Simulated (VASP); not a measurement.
A convergence study with VASP on KCl (rock salt): one setting is varied, all else stays as given below, so the limit is that of these other settings.

```
CELL_PARAMETERS angstrom
      0.00000     3.14500     3.14500
      3.14500     0.00000     3.14500
      3.14500     3.14500     0.00000
ATOMIC_POSITIONS crystal
  K  0.00000 0.00000 0.00000
  Cl 0.50000 0.50000 0.50000
```

Computed with PBE GGA, VASP's PBE PAW potentials (set 64) (plane waves; VASP). The tightest run used: 550 eV cut-off, 16×16×16 Γ-centred mesh, Gaussian smearing of 0.050 eV, potentials K_sv Cl.

**Question.** The settings run are 1×1×1 mesh; 2×2×2 mesh; 3×3×3 mesh; 5×5×5 mesh; 6×6×6 mesh; 7×7×7 mesh; 9×9×9 mesh; 10×10×10 mesh; 11×11×11 mesh; 12×12×12 mesh; 13×13×13 mesh; 15×15×15 mesh; 16×16×16 mesh. From which on does the stress (every component) stay within 0.1 GPa of the tightest run?

**Answer.** From 3×3×3 mesh on: it is off by 0.02 there and by no more than 0.1 in any finer run, while 2×2×2 mesh is off by 0.39.
```csv
setting,E (eV/atom),pressure (GPa),irreducible k-points,difference judged (GPa)
1×1×1 mesh,-1.9539,13.40,1,12.57
2×2×2 mesh,-3.3659,1.22,3,0.39
3×3×3 mesh,-3.4003,0.85,4,0.02
5×5×5 mesh,-3.4018,0.83,10,0.00
6×6×6 mesh,-3.4018,0.83,16,0.00
7×7×7 mesh,-3.4018,0.82,20,0.00
9×9×9 mesh,-3.4018,0.82,35,0.00
10×10×10 mesh,-3.4018,0.83,47,0.00
11×11×11 mesh,-3.4018,0.83,56,0.00
12×12×12 mesh,-3.4018,0.83,72,0.00
13×13×13 mesh,-3.4018,0.83,84,0.00
15×15×15 mesh,-3.4018,0.83,120,0.00
16×16×16 mesh,-3.4018,0.83,145,0.00
```

Left out are rungs that failed or repeat a setting and relaxations that didn't move; long series are thinned to 24 rows.

The compound is KCl in the rock salt structure. The cell was not relaxed at this level.
